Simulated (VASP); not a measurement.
# TiTe2: phonons from a supercell, part 3 of 3

Wanted: whether TiTe2 is dynamically stable, and its vibrational spectrum. The start is a cell from a database of measured crystal structures.

VASP 6.6.1; LDA, no spin polarisation; plane waves and PAW (Te, Ti_sv).

So far. Step 3 (Relax the host again, on a new basis): The start already met the threshold, so nothing moved. Step 4 (Tight relaxation): The run ended after 5 ionic steps, 0.003 eV below its first step, once forces and stress met EDIFFG = -0.002.

## Step 5: Force constants in the supercell

System of this step: TiTe2. The cell holds 54 atoms: 36 Te and 18 Ti. Cell: a = 10.993 Å, b = 10.993 Å, c = 12.636 Å, α = 90.0°, β = 90.0°, γ = 120.0°. It derives from TiTe2.

Each independent atom is moved by 0.015 Å both ways; the forces give the force constants out to half the supercell.

Contents of INCAR:

```
SYSTEM = TiTe2
PREC = Accurate
ENCUT = 350
EDIFF = 1E-07
NELM = 120
ISMEAR = 1
SIGMA = 0.2
LREAL = Auto
ALGO = Fast
GGA = CA
NBANDS = 256
LASPH = .TRUE.
LWAVE = .FALSE.
LCHARG = .FALSE.
KPAR = 4
IBRION = 6
NSW = 1
NFREE = 2
POTIM = 0.015
ISIF = 0
ADDGRID = .TRUE.
```

Contents of POSCAR:

```
TiTe2
1.0
   10.9933595346      0.0000000000      0.0000000000
   -5.4966797673      9.5205286299      0.0000000000
    0.0000000000      0.0000000000     12.6363737680
Te Ti
36 18
Direct
    0.1111111111      0.2222222222      0.3647299723
    0.1111111111      0.2222222222      0.8647299723
    0.1111111111      0.5555555556      0.3647299723
    0.1111111111      0.5555555556      0.8647299723
    0.1111111111      0.8888888889      0.3647299723
    0.1111111111      0.8888888889      0.8647299723
    0.4444444444      0.2222222222      0.3647299723
    0.4444444444      0.2222222222      0.8647299723
    0.4444444444      0.5555555556      0.3647299723
    0.4444444444      0.5555555556      0.8647299723
    0.4444444444      0.8888888889      0.3647299723
    0.4444444444      0.8888888889      0.8647299723
    0.7777777778      0.2222222222      0.3647299723
    0.7777777778      0.2222222222      0.8647299723
    0.7777777778      0.5555555556      0.3647299723
    0.7777777778      0.5555555556      0.8647299723
    0.7777777778      0.8888888889      0.3647299723
    0.7777777778      0.8888888889      0.8647299723
    0.2222222222      0.1111111111      0.1352700277
    0.2222222222      0.1111111111      0.6352700277
    0.2222222222      0.4444444444      0.1352700277
    0.2222222222      0.4444444444      0.6352700277
    0.2222222222      0.7777777778      0.1352700277
    0.2222222222      0.7777777778      0.6352700277
    0.5555555556      0.1111111111      0.1352700277
    0.5555555556      0.1111111111      0.6352700277
    0.5555555556      0.4444444444      0.1352700277
    0.5555555556      0.4444444444      0.6352700277
    0.5555555556      0.7777777778      0.1352700277
    0.5555555556      0.7777777778      0.6352700277
    0.8888888889      0.1111111111      0.1352700277
    0.8888888889      0.1111111111      0.6352700277
    0.8888888889      0.4444444444      0.1352700277
    0.8888888889      0.4444444444      0.6352700277
    0.8888888889      0.7777777778      0.1352700277
    0.8888888889      0.7777777778      0.6352700277
    0.0000000000      0.0000000000      0.0000000000
    0.0000000000      0.0000000000      0.5000000000
    0.0000000000      0.3333333333      0.0000000000
    0.0000000000      0.3333333333      0.5000000000
    0.0000000000      0.6666666667      0.0000000000
    0.0000000000      0.6666666667      0.5000000000
    0.3333333333      0.0000000000      0.0000000000
    0.3333333333      0.0000000000      0.5000000000
    0.3333333333      0.3333333333      0.0000000000
    0.3333333333      0.3333333333      0.5000000000
    0.3333333333      0.6666666667      0.0000000000
    0.3333333333      0.6666666667      0.5000000000
    0.6666666667      0.0000000000      0.0000000000
    0.6666666667      0.0000000000      0.5000000000
    0.6666666667      0.3333333333      0.0000000000
    0.6666666667      0.3333333333      0.5000000000
    0.6666666667      0.6666666667      0.0000000000
    0.6666666667      0.6666666667      0.5000000000
```

Contents of KPOINTS:

```
Automatic mesh
0
Gamma
3 3 3
0 0 0
```

The projector-augmented-wave data sets are Te and Ti_sv (LDA family, release 64).

Run with:

```bash
$ mpirun -np 4 vasp_std
```

Log:

```text
[banner, memory and clock lines left out]
running    4 mpi-ranks, on    1 nodes
[...]
LDA part: xc-table for (Slater(with rela. corr.)+CA(PZ))
 , standard interpolation
 POSCAR, INCAR and KPOINTS ok, starting setup
[...]
entering main loop
       N       E                     dE             d eps       ncg     rms          rms(c)
DAV:   1     0.406543617657E+04    0.40654E+04   -0.15282E+05  3904   0.124E+03
DAV:   2     0.302642032647E+03   -0.37628E+04   -0.36257E+04  3856   0.399E+02
DAV:   3    -0.287632534016E+03   -0.59027E+03   -0.57193E+03  5064   0.146E+02
DAV:   4    -0.358398311674E+03   -0.70766E+02   -0.70176E+02  5264   0.436E+01
[...]
RMM:  20    -0.330199778379E+03   -0.47867E-02   -0.44797E-02  6016   0.226E-01    0.422E-01
RMM:  21    -0.330200857587E+03   -0.10792E-02   -0.77020E-03  6432   0.140E-01    0.447E-01
RMM:  22    -0.330204177676E+03   -0.33201E-02   -0.16180E-02  5583   0.130E-01    0.567E-01
WARNING in EDDRMM: call to ZHEGV failed, returncode =   8  4     44
WARNING in EDDRMM: call to ZHEGV failed, returncode =   8  4     29
RMM:  23    -0.330202911933E+03    0.12657E-02   -0.30063E-03  5828   0.949E-02    0.520E-01
RMM:  24    -0.330206160309E+03   -0.32484E-02   -0.81689E-03  6351   0.182E-01    0.814E-01
RMM:  25    -0.330199891405E+03    0.62689E-02   -0.74365E-03  5681   0.153E-01    0.535E-01
RMM:  26    -0.330198595073E+03    0.12963E-02   -0.30330E-02  6032   0.237E-01    0.892E-02
RMM:  27    -0.330198740761E+03   -0.14569E-03   -0.25127E-03  5894   0.657E-02    0.134E-01
WARNING in EDDRMM: call to ZHEGV failed, returncode =   6  3     43
RMM:  28    -0.330198856992E+03   -0.11623E-03   -0.13788E-03  6098   0.412E-02    0.103E-01
RMM:  29    -0.330198845792E+03    0.11200E-04   -0.45819E-04  5817   0.329E-02    0.713E-02
RMM:  30    -0.330198858728E+03   -0.12936E-04   -0.71190E-04  5826   0.286E-02    0.372E-02
WARNING in EDDRMM: call to ZHEGV failed, returncode =   6  3    109
RMM:  31    -0.330198869020E+03   -0.10292E-04   -0.20892E-04  6155   0.169E-02    0.274E-02
WARNING in EDDRMM: call to ZHEGV failed, returncode =   6  3    158
WARNING in EDDRMM: call to ZHEGV failed, returncode =   8  4    227
RMM:  32    -0.330198884269E+03   -0.15249E-04   -0.25145E-04  5998   0.165E-02    0.765E-03
WARNING in EDDRMM: call to ZHEGV failed, returncode =   6  3     30
WARNING in EDDRMM: call to ZHEGV failed, returncode =   8  4    156
RMM:  33    -0.330198891822E+03   -0.75525E-05   -0.10958E-04  5975   0.125E-02    0.516E-03
WARNING in EDDRMM: call to ZHEGV failed, returncode =   6  3     31
WARNING in EDDRMM: call to ZHEGV failed, returncode =   6  3     32
[...]
num prob  num prob  num prob  num prob  num prob  num prob  num prob  num prob  num prob  num prob  num prob  num prob  num prob  num prob  num prob  num prob  num prob  num prob  num prob  num prob  num prob  num prob  num prob  num prob  num prob  num prob  num prob  num prob  num prob  num prob  num prob  num prob  num prob  num prob  num prob  num prob  num prob  num prob  num prob  num prob  num prob  num prob  num prob  num prob  num prob  num prob  num prob  num prob  num prob  num prob  num prob  num prob  num prob  num prob  num prob  num prob  num prob  num prob  num prob WARNING in EDDRMM: call to ZHEGV failed, returncode =   8  4    154
[...]
num prob  num prob  num prob  num prob  num prob  num prob  num prob  num prob  num prob  num prob  num prob  num prob  num prob  num prob  num prob  num prob  num prob  num prob  num prob  num prob  num prob  num prob  num prob  num prob  num prob  num prob  num prob  num prob  num prob  num prob  num prob  num prob  num prob  num prob  num prob  num prob  num prob  num prob WARNING in EDDRMM: call to ZHEGV failed, returncode =   8  4    129
[...]
WARNING in EDDRMM: call to ZHEGV failed, returncode =   8  4    206
   3 F= -.33019822E+03 E0= -.33020339E+03  d E =0.154979E-01
[...]
WARNING in EDDRMM: call to ZHEGV failed, returncode =   8  4    220
[...]
WARNING in EDDRMM: call to ZHEGV failed, returncode =   6  3     77
WARNING in EDDRMM: call to ZHEGV failed, returncode =   8  4    209
WARNING in EDDRMM: call to ZHEGV failed, returncode =   6  3    157
[...]
WARNING in EDDRMM: call to ZHEGV failed, returncode =   8  4    192
[...]
WARNING in EDDRMM: call to ZHEGV failed, returncode =   6  3    171
[...]
num prob  num prob  num prob  num prob  num prob  num prob  num prob  num prob  num prob  num prob  num prob  num prob  num prob  num prob  num prob  num prob  num prob  num prob  num prob  num prob  num prob  num prob  num prob  num prob  num prob  num prob  num prob WARNING in EDDRMM: call to ZHEGV failed, returncode =   8  4    202
 num prob  num prob  num prob  num prob  num prob  num prob  num prob  num prob  num prob  num prob  num prob  num prob  num prob  num prob  num prob  num prob WARNING in EDDRMM: call to ZHEGV failed, returncode =   8  4    180
[...]
num prob  num prob  num prob  num prob  num prob  num prob  num prob  num prob  num prob  num prob  num prob  num prob  num prob  num prob  num prob  num prob  num prob  num prob  num prob  num prob  num prob  num prob  num prob  num prob  num prob  num prob  num prob  num prob WARNING in EDDRMM: call to ZHEGV failed, returncode =   6  3    183
[...]
num prob  num prob  num prob  num prob  num prob  num prob  num prob  num prob  num prob  num prob  num prob  num prob  num prob  num prob  num prob  num prob  num prob  num prob  num prob  num prob  num prob  num prob  num prob  num prob  num prob  num prob  num prob  num prob  num prob  num prob  num prob  num prob  num prob WARNING in EDDRMM: call to ZHEGV failed, returncode =   8  4    153
[...]
hard stop encountered!  aborting job ...
[...]
|     The electronic self-consistency was not achieved in the given           |
[...]
soft stop encountered!  aborting job ...
   4 F= -.33019800E+03 E0= -.33020311E+03  d E =0.153273E-01
 deleting file STOPCAR
```

Elapsed: 3.2 h, on 4 MPI ranks of Intel Xeon Platinum 8488C (Sapphire Rapids), shared host; peak memory 12 GiB.

The run was stopped at its time limit, so it gives no result of its own.

## Step 6: Outcome

| Property | Result |
| --- | --- |
| result | none |

What this shows: The session ends without its result: «force constants in the supercell» met its time limit.

[Lines on the potential files, build, host, timing and source positions are cut from VASP's logs without a mark.]

[Logs are printed without paths, hosts, clocks, repeated set-up lines and the standing remarks that a program may print on its own settings, such as how far it seeks lower states.]

[Hosts, paths, dates, database ids (printed as entryN), source tags and the programs' standing remarks are cut or masked in the printed files.]

[Runs that stopped without an error message from VASP are left out.]
